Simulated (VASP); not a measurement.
# RbW (Fm-3m) in VASP: a series of runs

Aim: see how the results for RbW move with the level of theory and the settings. Levels: PBEsol, LDA. Tasks: single point.

Everything below comes from runs of VASP 6.6.1. Logs are shortened: lines on timing, memory, paths and dates and some standing lists are left out, and cuts for length are marked.

**1. The crystal as given**

The structure is cubic, space group Fm-3m (No. 225). The conventional cell has a = 6.437 Å, b = 6.437 Å, c = 6.437 Å, α = 90.00°, β = 90.00°, γ = 90.00°. W (site symmetry m-3m) is surrounded by 6 Rb at 3.22 Å. Rb (site symmetry m-3m) has 6 W at 3.22 Å as nearest neighbours.

The cell was built by a generator and needn't be a form met in nature.

**2. Single point, PBEsol**

INCAR reads:

```
PREC = Accurate
ENCUT = 520
EDIFF = 1E-6
ISMEAR = -1
SIGMA = 0.0445
LREAL = F
LASPH = T
NELM = 60
ALGO = Normal
ISIF = 2
LWAVE = F
LCHARG = T
GGA = PS
LELF = T
LVHAR = T
NBANDS = 18
```

KPOINTS reads:

```
Automatic mesh
0
Gamma
  5 5 5
```

POSCAR reads:

```
RbW
1.0
    0.0000000000      3.2183930000      3.2183930000
    3.2183930000      0.0000000000      3.2183930000
    3.2183930000      3.2183930000      0.0000000000
W Rb
1 1
Direct
    0.0000000000      0.0000000000      0.0000000000
    0.5000000000      0.5000000000      0.5000000000
```

Potentials or basis: VASP PAW PBE potentials, release 64 (W_sv, Rb_sv).

On the command line:

```console
$ cat potpaw_PBE.64/W_sv/POTCAR potpaw_PBE.64/Rb_sv/POTCAR > POTCAR
$ mpirun -np 1 vasp_std > vasp.out
```

OUTCAR:

```text
PREC = Accurate
   ENCUT = 520
   EDIFF = 1E-6
   ISMEAR = -1
   LREAL = F
   LASPH = T
   NELM = 60
   ISIF = 2
   GGA = PS

 ion  position               nearest neighbor table
   1  0.000  0.000  0.000-   2 3.22   2 3.22   2 3.22   2 3.22   2 3.22   2 3.22
   2  0.500  0.500  0.500-   1 3.22   1 3.22   1 3.22   1 3.22   1 3.22   1 3.22

  LATTYP: Found a face centered cubic cell.
 ALAT       =     6.4367860000

  Lattice vectors:

 A1 = (   0.0000000000,   3.2183930000,   3.2183930000)
 A2 = (   3.2183930000,   0.0000000000,   3.2183930000)
 A3 = (   3.2183930000,   3.2183930000,   0.0000000000)

Analysis of symmetry for initial positions (statically):
=====================================================================
 Subroutine PRICEL returns:
 Original cell was already a primitive cell.

 Routine SETGRP: Setting up the symmetry group for a
 face centered cubic supercell.

 Subroutine GETGRP returns: Found 48 space group operations
 (whereof 48 operations were pure point group operations)
 out of a pool of 48 trial point group operations.

The static configuration has the point symmetry O_h .

Analysis of symmetry for dynamics (positions and initial velocities):
=====================================================================
 Subroutine PRICEL returns:
 Original cell was already a primitive cell.

 Routine SETGRP: Setting up the symmetry group for a
 face centered cubic supercell.

 Subroutine GETGRP returns: Found 48 space group operations
 (whereof 48 operations were pure point group operations)
 out of a pool of 48 trial point group operations.

The dynamic configuration has the point symmetry O_h .

 Subroutine INISYM returns: Found 48 space group operations
 (whereof 48 operations are pure point group operations),
 and found     1 'primitive' translations

----------------------------------------------------------------------------------------

                                     Primitive cell

  volume of cell :      66.6726

  direct lattice vectors                    reciprocal lattice vectors
     0.000000000  3.218393000  3.218393000    -0.155357037  0.155357037  0.155357037
     3.218393000  0.000000000  3.218393000     0.155357037 -0.155357037  0.155357037
     3.218393000  3.218393000  0.000000000     0.155357037  0.155357037 -0.155357037

  length of vectors
     4.551495030  4.551495030  4.551495030     0.269086281  0.269086281  0.269086281

  position of ions in fractional coordinates (direct lattice)
     0.000000000  0.000000000  0.000000000
     0.500000000  0.500000000  0.500000000

  ion indices of the primitive-cell ions
   primitive index   ion index
                 1           1
                 2           2

----------------------------------------------------------------------------------------

 KPOINTS: Automatic mesh

Automatic generation of k-mesh.
 Grid dimensions read from file:
 generate k-points for:    5    5    5

 Generating k-lattice:

  Cartesian coordinates                     Fractional coordinates (reciprocal lattice)
    -0.031071407  0.031071407  0.031071407     0.200000000  0.000000000  0.000000000
     0.031071407 -0.031071407  0.031071407     0.000000000  0.200000000  0.000000000
     0.031071407  0.031071407 -0.031071407     0.000000000  0.000000000  0.200000000

  Length of vectors
     0.053817256  0.053817256  0.053817256

  Shift w.r.t. Gamma in fractional coordinates (k-lattice)
     0.000000000  0.000000000  0.000000000

 Subroutine IBZKPT returns following result:
 ===========================================

 Found     10 irreducible k-points:

 Following reciprocal coordinates:
            Coordinates               Weight
  0.000000  0.000000  0.000000      1.000000
  0.200000  0.000000  0.000000      8.000000
  0.400000  0.000000  0.000000      8.000000
  0.200000  0.200000  0.000000      6.000000
  0.400000  0.200000  0.000000     24.000000
 -0.400000  0.200000  0.000000     24.000000
 -0.200000  0.200000  0.000000     12.000000
  0.400000  0.400000  0.000000      6.000000
 -0.400000  0.400000  0.000000     12.000000
 -0.400000  0.400000  0.200000     24.000000
   k-points           NKPTS =     10   k-points in BZ     NKDIM =     10   number of bands    NBANDS=     18
   number of dos      NEDOS =    301   number of ions     NIONS =      2
   total plane-waves  NPLWV =  46656
   dimension x,y,z NGX =    36 NGY =   36 NGZ =   36
   dimension x,y,z NGXF=    72 NGYF=   72 NGZF=   72
   ions per type =               1   1
   NGX,Y,Z   is equivalent  to a cutoff of  13.15, 13.15, 13.15 a.u.
   NGXF,Y,Z  is equivalent  to a cutoff of  26.30, 26.30, 26.30 a.u.
 SYSTEM =  unknown system
   PREC   = accura    normal or accurate (medium, high low for compatibility)
   ISTART =      0    job   : 0-new  1-cont  2-samecut
   ICHARG =      2    charge: 1-file 2-atom 10-const
   ISPIN  =      1    spin polarized calculation?
   LNONCOLLINEAR =      F non collinear calculations
   LSORBIT =      F    spin-orbit coupling
   LASPH  =      T    aspherical Exc in radial PAW
   ENCUT  =  520.0 eV  38.22 Ry    6.18 a.u.   8.46  8.46  8.46*2*pi/ulx,y,z
   NELM   =     60;   NELMIN=  2; NELMDL= -5     # of ELM steps
   EDIFF  = 0.1E-05   stopping-criterion for ELM
   LREAL  =      F    real-space projection
   EDIFFG = 0.1E-04   stopping-criterion for IOM
   NSW    =      0    number of steps for IOM
   IBRION =     -1    ionic relax: 0-MD 1-quasi-New 2-CG
   NFREE  =      0    steps in history (QN), initial steepest desc. (CG)
   ISIF   =      2    stress and relaxation
   ISYM   =      2    0-nonsym 1-usesym 2-fastsym
   POTIM  = 0.5000    time-step for ionic-motion
   TEBEG  =    0.0;   TEEND  =   0.0 temperature during run
   PSTRESS=    0.0 pullay stress
   NELECT =      23.0000    total number of electrons
   NUPDOWN=      -1.0000    fix difference up-down
   EMIN   =  10.00;   EMAX   =-10.00  energy-range for DOS
   EFERMI =   0.00;   METHOD = LEGACY
   ISMEAR =    -1;   SIGMA  =   0.04  broadening in eV -4-tet -1-fermi 0-gaus
   EFERMI_NEDOS =   21; number of points for ismear=-14 and -15
   IALGO  =     38    algorithm
   IMIX   =      4    mixing-type and parameters
     AMIX     =   0.40;   BMIX     =  1.00
     AMIX_MAG =   1.60;   BMIX_MAG =  1.00
  volume/ion in A,a.u.               =      33.34       224.96
  Fermi-wavevector in a.u.,A,eV,Ry     =   1.148158  2.169704 17.936112  1.318267
  Thomas-Fermi vector in A             =   2.284834
   LORBIT       =      0    0 simple, 1 ext, 2 COOP (PROOUT), +10 PAW based schemes
   GGA     = PS    functional components
   LHFCALC =     F    Hartree Fock is set to
   AEXX    =    0.0000 exact exchange contribution
   IVDW    =     0    specifies the selected vdW correction
   LEPSILON=     F    determine dielectric tensor
   LRPA    =     F    only Hartree local field effects (RPA)
 non-spin polarized calculation
  energy-cutoff  :      520.00
  volume of cell :       66.67
 maximum number of plane-waves:      1808
 NGX is ok and might be reduce to    36
   NGX = 17   NGY = 17   NGZ = 17

 number of electron      22.9999999 magnetization

 Free energy of the ion-electron system (eV)
  ---------------------------------------------------
  ext. energy  EPLUGINS =         0.00000000
  ---------------------------------------------------
  free energy    TOTEN  =        -6.06738713 eV

  energy without entropy =       -6.01740430  energy(sigma->0) =       -6.04239571

 E-fermi :   2.2458     XC(G=0):  -9.2692

 val. band max:        2.2041511059   @ k =  -0.4000   0.4000   0.2000
 cond. band min:       2.2907851581   @ k =   0.4000   0.0000   0.0000
 fundamental gap:      0.0866340522
 Fermi energy:         2.2458369631

 k-point     1 :       0.0000    0.0000    0.0000
  band No.  band energies     occupation
      1     -71.8753      2.00000
      2     -36.0302      2.00000
      3     -36.0302      2.00000
      4     -36.0302      2.00000
      5     -24.1241      2.00000
      6      -8.2561      2.00000
[... 10 lines left out ...]
     17       9.7054      0.00000
     18       9.7054      0.00000

 k-point     2 :       0.2000    0.0000    0.0000
  band No.  band energies     occupation
      1     -71.8753      2.00000
      2     -36.0319      2.00000
      3     -36.0304      2.00000
      4     -36.0304      2.00000
      5     -24.1137      2.00000
      6      -8.4414      2.00000
[... 10 lines left out ...]
     17       8.0404      0.00000
     18       9.8254      0.00000

 k-point     3 :       0.4000    0.0000    0.0000
  band No.  band energies     occupation
      1     -71.8752      2.00000
      2     -36.0346      2.00000
      3     -36.0307      2.00000
      4     -36.0307      2.00000
      5     -24.0968      2.00000
      6      -8.7083      2.00000
[... 10 lines left out ...]
     17       6.2257      0.00000
     18      10.0310      0.00000

 k-point     4 :       0.2000    0.2000    0.0000
  band No.  band energies     occupation
      1     -71.8753      2.00000
      2     -36.0317      2.00000
      3     -36.0308      2.00000
      4     -36.0308      2.00000
      5     -24.1116      2.00000
      6      -8.4704      2.00000
[... 10 lines left out ...]
     17       7.9903      0.00000
     18       8.6640      0.00000

 k-point     5 :       0.4000    0.2000    0.0000
  band No.  band energies     occupation
      1     -71.8752      2.00000
      2     -36.0336      2.00000
      3     -36.0313      2.00000
      4     -36.0312      2.00000
      5     -24.0991      2.00000
      6      -8.6139      2.00000
[... 10 lines left out ...]
     17       6.9505      0.00000
     18       9.2923      0.00000

 k-point     6 :      -0.4000    0.2000    0.0000
  band No.  band energies     occupation
      1     -71.8752      2.00000
      2     -36.0343      2.00000
      3     -36.0319      2.00000
      4     -36.0310      2.00000
      5     -24.0935      2.00000
      6      -8.6685      2.00000
[... 10 lines left out ...]
     17       6.2364      0.00000
     18       9.7673      0.00000

 k-point     7 :      -0.2000    0.2000    0.0000
  band No.  band energies     occupation
      1     -71.8752      2.00000
      2     -36.0331      2.00000
      3     -36.0315      2.00000
      4     -36.0306      2.00000
      5     -24.1025      2.00000
      6      -8.5865      2.00000
[... 10 lines left out ...]
     17       6.8891      0.00000
     18       9.5901      0.00000

 k-point     8 :       0.4000    0.4000    0.0000
  band No.  band energies     occupation
      1     -71.8752      2.00000
      2     -36.0339      2.00000
      3     -36.0318      2.00000
      4     -36.0318      2.00000
      5     -24.0971      2.00000
      6      -8.5987      2.00000
[... 10 lines left out ...]
     17       7.4401      0.00000
     18       8.4441      0.00000

 k-point     9 :      -0.4000    0.4000    0.0000
  band No.  band energies     occupation
      1     -71.8752      2.00000
      2     -36.0338      2.00000
      3     -36.0326      2.00000
      4     -36.0317      2.00000
      5     -24.0936      2.00000
      6      -8.5610      2.00000
[... 10 lines left out ...]
     17       7.0400      0.00000
     18       9.1175      0.00000

 k-point    10 :      -0.4000    0.4000    0.2000
  band No.  band energies     occupation
      1     -71.8752      2.00000
      2     -36.0336      2.00000
      3     -36.0325      2.00000
      4     -36.0316      2.00000
      5     -24.0936      2.00000
      6      -8.5830      2.00000
[... 10 lines left out ...]
     17       6.2203      0.00000
     18       9.6527      0.00000

------------------------ aborting loop because EDIFF is reached ----------------------------------------

  FORCE on cell =-STRESS in cart. coord.  units (eV):
  Direction    XX          YY          ZZ          XY          YZ          ZX
  --------------------------------------------------------------------------------------
  -------------------------------------------------------------------------------------
  Total       -0.3767640     -0.3767640     -0.3767640      0.0000000      0.0000000      0.0000000
  in kB       -9.0538389     -9.0538389     -9.0538389      0.0000000      0.0000000      0.0000000
  external PRESSURE =      -9.0538389 kB  Pullay stress =       0.0000000 kB

 VOLUME and BASIS-vectors are now :
 -----------------------------------------------------------------------------
  energy-cutoff  :      520.00
  volume of cell :       66.67
      direct lattice vectors                 reciprocal lattice vectors
     0.000000000  3.218393000  3.218393000    -0.155357037  0.155357037  0.155357037
     3.218393000  0.000000000  3.218393000     0.155357037 -0.155357037  0.155357037
     3.218393000  3.218393000  0.000000000     0.155357037  0.155357037 -0.155357037

 POSITION                                       TOTAL-FORCE (eV/Angst)
 -----------------------------------------------------------------------------------
      0.00000      0.00000      0.00000        -0.000000     -0.000000     -0.000000
      3.21839      3.21839      3.21839         0.000000      0.000000      0.000000
 -----------------------------------------------------------------------------------
    total drift:                                0.000000      0.000000      0.000000

  FREE ENERGIE OF THE ION-ELECTRON SYSTEM (eV)
  ---------------------------------------------------
  free  energy   TOTEN  =        -6.0673871287 eV

  energy  without entropy=       -6.0174042982  energy(sigma->0) =       -6.04239571
```

Wall time 6.8 s (1 thread of Intel Xeon 6975P-C (Granite Rapids), shared host); peak memory 0.2 GiB.

Results:

* Free energy: -6.0674 eV
* Pressure: -0.9 GPa
* Band gap on the k mesh: none (metal or under the smearing width)

Caveat: the PAW data sets were made with another functional, which shifts forces and pressure a little.

**3. Single point, LDA**

INCAR reads:

```
ALGO = Normal ; EDIFF = 1E-7
ENCUT = 520 ; GGA = CA
ISIF = 2 ; ISMEAR = -1
LASPH = T ; LCHARG = T
LELF = T ; LREAL = F
LVHAR = T ; LWAVE = F
NBANDS = 18 ; NELM = 100
PREC = Accurate ; SIGMA = 0.0445
```

KPOINTS reads:

```
k-points
0
Gamma
  5 5 5
```

POSCAR is that of step 2.

Potentials or basis: VASP PAW LDA potentials, release 64 (W_sv, Rb_sv).

On the command line:

```console
$ cat potpaw_LDA.64/W_sv/POTCAR potpaw_LDA.64/Rb_sv/POTCAR > POTCAR
$ mpirun -np 1 vasp_std > vasp.out
```

OUTCAR:

```text
EDIFF = 1E-7
   ENCUT = 520
   GGA = CA
   ISIF = 2
   ISMEAR = -1
   LASPH = T
   LREAL = F
   NELM = 100
   PREC = Accurate

 ion  position               nearest neighbor table
   1  0.000  0.000  0.000-   2 3.22   2 3.22   2 3.22   2 3.22   2 3.22   2 3.22
   2  0.500  0.500  0.500-   1 3.22   1 3.22   1 3.22   1 3.22   1 3.22   1 3.22

  LATTYP: Found a face centered cubic cell.
 ALAT       =     6.4367860000

  Lattice vectors:
[... 380 lines left out ...]
     18       9.5372      0.00000

------------------------ aborting loop because EDIFF is reached ----------------------------------------

  FORCE on cell =-STRESS in cart. coord.  units (eV):
  Direction    XX          YY          ZZ          XY          YZ          ZX
  --------------------------------------------------------------------------------------
  -------------------------------------------------------------------------------------
  Total       -0.8979669     -0.8979669     -0.8979669     -0.0000000      0.0000000     -0.0000000
  in kB      -21.5786210    -21.5786210    -21.5786210     -0.0000000      0.0000000     -0.0000000
  external PRESSURE =     -21.5786210 kB  Pullay stress =       0.0000000 kB

 VOLUME and BASIS-vectors are now :
 -----------------------------------------------------------------------------
  energy-cutoff  :      520.00
  volume of cell :       66.67
      direct lattice vectors                 reciprocal lattice vectors
     0.000000000  3.218393000  3.218393000    -0.155357037  0.155357037  0.155357037
     3.218393000  0.000000000  3.218393000     0.155357037 -0.155357037  0.155357037
     3.218393000  3.218393000  0.000000000     0.155357037  0.155357037 -0.155357037

 POSITION                                       TOTAL-FORCE (eV/Angst)
 -----------------------------------------------------------------------------------
      0.00000      0.00000      0.00000         0.000000      0.000000      0.000000
      3.21839      3.21839      3.21839        -0.000000     -0.000000     -0.000000
 -----------------------------------------------------------------------------------
    total drift:                                0.000000      0.000000      0.000000

  FREE ENERGIE OF THE ION-ELECTRON SYSTEM (eV)
  ---------------------------------------------------
  free  energy   TOTEN  =        -6.5646879091 eV

  energy  without entropy=       -6.5148557271  energy(sigma->0) =       -6.53977182
```

Run time: 5.7 s. Hardware: 1 thread of Intel Xeon 6975P-C (Granite Rapids), shared host; peak memory 0.17 GiB.

Results:

* Free energy: -6.5647 eV
* Pressure: -2.2 GPa
* Band gap on the k mesh: none (metal or under the smearing width)

Levels at points of the mesh, in eV from the Fermi level:
| k point | band 7 | band 8 | band 9 | band 10 | band 11 | band 12 | band 13 | band 14 | band 15 | band 16 |
| --- | --- | --- | --- | --- | --- | --- | --- | --- | --- | --- |
| (0.00, 0.00, 0.00) | -10.49 | -10.49 | -3.67 | -0.58 | -0.58 | -0.58 | -0.56 | -0.56 | 7.42 | 7.46 |

The run has no spin-orbit coupling, so splittings on W are missing.
